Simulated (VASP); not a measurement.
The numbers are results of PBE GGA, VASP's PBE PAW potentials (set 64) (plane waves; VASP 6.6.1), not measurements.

VASP ran on this input.

### POSCAR
```
GdP
1
    4.5821370000     0.0000000000     0.0000000000
    0.0000000000     4.5821370000     0.0000000000
    0.0000000000     0.0000000000     5.7738750000
Gd P
2 2
Direct
  0.5000000000   0.0000000000   0.2368000000
  0.0000000000   0.5000000000   0.7632000000
  0.0000000000   0.0000000000   0.0000000000
  0.5000000000   0.5000000000   0.0000000000
```

### KPOINTS
```
Automatic mesh
0
Gamma
5 5 4
0 0 0
```

INCAR:
```
SYSTEM = GdP
PREC = Accurate; ENCUT = 400; LREAL = .FALSE.
LASPH = .TRUE.
EDIFF = 1E-6; NELM = 100; ALGO = Normal
LMAXMIX = 6
ISMEAR = 0; SIGMA = 0.05
GGA = PE
ISIF = 2
LWAVE = .FALSE.; LCHARG = .FALSE.
```

POTCAR, in this order: Gd_3 P (PBE.64 set). Program: vasp_std.

Task: What will the output report for the number of irreducible k-points (NKPTS), number of bands (NBANDS), largest plane-wave count, number of space-group operations, FFT grid (NGX, NGY, NGZ)?

Result: 
* **number of irreducible k-points (NKPTS)**: 18
* **number of bands (NBANDS)**: 18
* **largest plane-wave count**: 2226
* **number of space-group operations**: 16
* **FFT grid (NGX, NGY, NGZ)**: 30 × 30 × 40

The structure was generated: GdP was put into the litharge type (P4/nmm), which need not be its known phase. The cell was not relaxed at this level. The 4f electrons are frozen in the core of the lanthanide potential, so 4f levels, which can set the real gap, and their magnetism are missing.
